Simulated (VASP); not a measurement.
Consider the following.

```
ZrS2
1.0
    1.86660    -3.23305     0.00000
    1.86660     3.23305     0.00000
    0.00000     0.00000     5.93640
Zr S
1 2
Direct
  0.00000   0.00000   0.00000
  0.33333   0.66667   0.25000
  0.66667   0.33333   0.75000
```

Method: PBE GGA, VASP's PBE PAW potentials (set 64) (plane waves; VASP 6.6.1). Numerical set-up: 750 eV cut-off, 6×6×4 Γ-centred mesh, Gaussian smearing of 0.050 eV, potentials Zr_sv S.

Q: Give the force on each atom (eV/Å).

A: 
```csv
atom,Fx,Fy,Fz
Zr1,0.000,0.000,0.000
S2,0.000,0.000,-0.672
S3,0.000,0.000,0.672
```

Q: Give the stress tensor in GPa (positive for a compressed cell).

A: 
```
-3.97   0.00   0.00
 0.00  -3.97   0.00
 0.00   0.00  -2.90
```
The pressure is its mean diagonal, -3.61 GPa.

The compound is ZrS2 in the 1T layered structure. The cell was not relaxed at this level. The run is one of a series of settings (ENCUT = 750 against the base run), some of them coarse on purpose.
